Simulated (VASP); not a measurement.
Calculation: PBE GGA, VASP's PBE PAW potentials (set 64) (plane waves; VASP 6.6.1).

The input files of a VASP run:

**POSCAR**
```
KF
1
    0.0000000000     2.6750000000     2.6750000000
    2.6750000000     0.0000000000     2.6750000000
    2.6750000000     2.6750000000     0.0000000000
K F
1 1
Direct
  0.0000000000   0.0000000000   0.0000000000
  0.5000000000   0.5000000000   0.5000000000
```

KPOINTS:
```
Automatic mesh
0
Gamma
8 8 8
0 0 0
```

INCAR:
```
SYSTEM  =  KF
PREC  =  Accurate; ENCUT  =  520; LREAL  =  .False.
LASPH  =  .True.; NBANDS  =  16
EDIFF  =  1E-6; NELM  =  100; ALGO  =  Normal
ISMEAR  =  0; SIGMA  =  0.05
GGA  =  PE
ISIF  =  2
LWAVE  =  .False.; LCHARG  =  .False.
```

POTCAR, in this order: K_sv F (PBE.64 set). Program: vasp_std.

What VASP printed:

**OUTCAR**
```
 ion  position               nearest neighbor table
   1  0.000  0.000  0.000-   2 2.67   2 2.67   2 2.67   2 2.67   2 2.67   2 2.67
   2  0.500  0.500  0.500-   1 2.67   1 2.67   1 2.67   1 2.67   1 2.67   1 2.67
  LATTYP: Found a face centered cubic cell.
 ALAT       =     5.3500000000
 Subroutine PRICEL returns:
 Original cell was already a primitive cell.
 Subroutine GETGRP returns: Found 48 space group operations
The static configuration has the point symmetry O_h .
The dynamic configuration has the point symmetry O_h .
 Subroutine INISYM returns: Found 48 space group operations
 Subroutine IBZKPT returns following result:
 Found     29 irreducible k-points:

 Following reciprocal coordinates:
            Coordinates               Weight
  0.000000  0.000000  0.000000      1.000000
  0.125000  0.000000  0.000000      8.000000
  0.250000  0.000000  0.000000      8.000000
  0.375000  0.000000  0.000000      8.000000
  0.500000  0.000000  0.000000      4.000000
  0.125000  0.125000  0.000000      6.000000
  0.250000  0.125000  0.000000     24.000000
  0.375000  0.125000  0.000000     24.000000
  0.500000  0.125000  0.000000     24.000000
...
```

**OSZICAR**
```
       N       E                     dE             d eps       ncg     rms          rms(c)
DAV:   1     0.104645270154E+03    0.10465E+03   -0.81682E+03   928   0.967E+02
DAV:   2    -0.564541737502E+01   -0.11029E+03   -0.10105E+03  1224   0.266E+02
DAV:   3    -0.945192984097E+01   -0.38065E+01   -0.37955E+01  1224   0.440E+01
DAV:   4    -0.955438992756E+01   -0.10246E+00   -0.10245E+00  1256   0.665E+00
DAV:   5    -0.955592804471E+01   -0.15381E-02   -0.15381E-02  1320   0.691E-01    0.632E+00
DAV:   6    -0.832214212683E+01    0.12338E+01   -0.31973E+00  1032   0.138E+01    0.413E+00
DAV:   7    -0.829321895807E+01    0.28923E-01   -0.67322E-02  1072   0.212E+00    0.221E+00
DAV:   8    -0.828872685412E+01    0.44921E-02   -0.48048E-02  1072   0.205E+00    0.202E-01
DAV:   9    -0.829063091959E+01   -0.19041E-02   -0.36695E-03  1136   0.484E-01    0.128E-01
DAV:  10    -0.829132572256E+01   -0.69480E-03   -0.60464E-04   992   0.198E-01    0.630E-02
DAV:  11    -0.829141453568E+01   -0.88813E-04   -0.93993E-05  1024   0.853E-02    0.230E-02
DAV:  12    -0.829141346328E+01    0.10724E-05   -0.11457E-05  1144   0.355E-02    0.362E-03
DAV:  13    -0.829141388198E+01   -0.41870E-06   -0.20900E-06  1064   0.124E-02
   1 F= -.82914139E+01 E0= -.82914139E+01  d E =-.104793E-13
```

OUTCAR:
```
------------------------ aborting loop because EDIFF is reached ----------------------------------------
  FORCE on cell =-STRESS in cart. coord.  units (eV):
  Direction    XX          YY          ZZ          XY          YZ          ZX
  --------------------------------------------------------------------------------------
  Total        0.3075477      0.3075477      0.3075477      0.0000000      0.0000000      0.0000000
  in kB       12.8712774     12.8712774     12.8712774      0.0000000      0.0000000      0.0000000
  external PRESSURE =      12.8712774 kB  Pullay stress =       0.0000000 kB
  volume of cell :       38.28
      direct lattice vectors                 reciprocal lattice vectors
     0.000000000  2.675000000  2.675000000    -0.186915888  0.186915888  0.186915888
     2.675000000  0.000000000  2.675000000     0.186915888 -0.186915888  0.186915888
     2.675000000  2.675000000  0.000000000     0.186915888  0.186915888 -0.186915888
  FREE ENERGIE OF THE ION-ELECTRON SYSTEM (eV)
  ---------------------------------------------------
  free  energy   TOTEN  =        -8.2914138820 eV

  energy  without entropy=       -8.2914138820  energy(sigma->0) =       -8.29141388
```
(Selected blocks of OUTCAR.)

The compound is KF in the rock salt structure. The cell was not relaxed at this level. The run is one of a series of settings (NBANDS = 16 against the base run), some of them coarse on purpose.
